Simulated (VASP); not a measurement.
An input for Ansatz (written as the equivalent of a VASP run, and not itself run):

Ansatz 0.2 input:
```yaml
crystal:
  lattice:
    - [0.0000000, 1.8143504, 1.8143504]
    - [1.8143504, 0.0000000, 1.8143504]
    - [1.8143504, 1.8143504, 0.0000000]
  atoms:
    - { symbol: Cu, position: [0.0000000, 0.0000000, 0.0000000] }
kpoints:
  mp_grid: { grid: [17, 17, 17] }
hamiltonian:
  xc: pbe
  pseudopotentials: { kind: paw }
scf:
  occupations: { method: methfessel_paxton, width: 0.1 }
  max_iter: 100
relax:
  max_steps: 40
  f_tol: 0.02
  cell: {}
output: { forces: true, stress: true, eigenvalues: true }
```

Q: Translate this input to VASP (INCAR, KPOINTS, POSCAR, choice of POTCAR).

A: Several could match; the one computed here: 
### POSCAR
```
Cu
1
   -0.0000000000     1.8143503952     1.8143503952
    1.8143503952    -0.0000000000     1.8143503952
    1.8143503952     1.8143503952    -0.0000000000
Cu
1
Direct
  0.0000000000   0.0000000000   0.0000000000
```

### INCAR
```
ALGO  =  Normal
IBRION  =  2   ! conjugate gradients
LMAXMIX  =  4   ! l cut-off of mixed one-centre charges
LCHARG  =  .FALSE.
EDIFFG  =  -0.02
LWAVE  =  .FALSE.
SIGMA  =  0.1
ISMEAR  =  1
LASPH  =  .TRUE.   ! aspherical one-centre terms
PREC  =  Accurate
ENCUT  =  500   ! plane-wave cut-off (eV)
LREAL  =  .FALSE.
NELM  =  100   ! most electronic steps
SYSTEM  =  Cu
NSW  =  40   ! most ionic steps
GGA  =  PE   ! PBE
ISIF  =  3
EDIFF  =  1E-6   ! SCF stop (eV)
```

File KPOINTS:
```
Automatic mesh
0
Gamma
17 17 17
0 0 0
```

POTCAR, in this order: Cu (PBE.64 set). Program: vasp_std.

Limits of the translation: each code has its own PAW files, so the cut-off isn't converted (ENCUT is set for VASP's; basis.ecutwfc is left out, and Ansatz then takes the one that its files recommend); Ansatz stops its SCF on the density residual and VASP on the energy change (EDIFF).

The compound is Cu in the fcc structure. This run relaxes it. Symmetry was kept, so distortions that lower it aren't found.
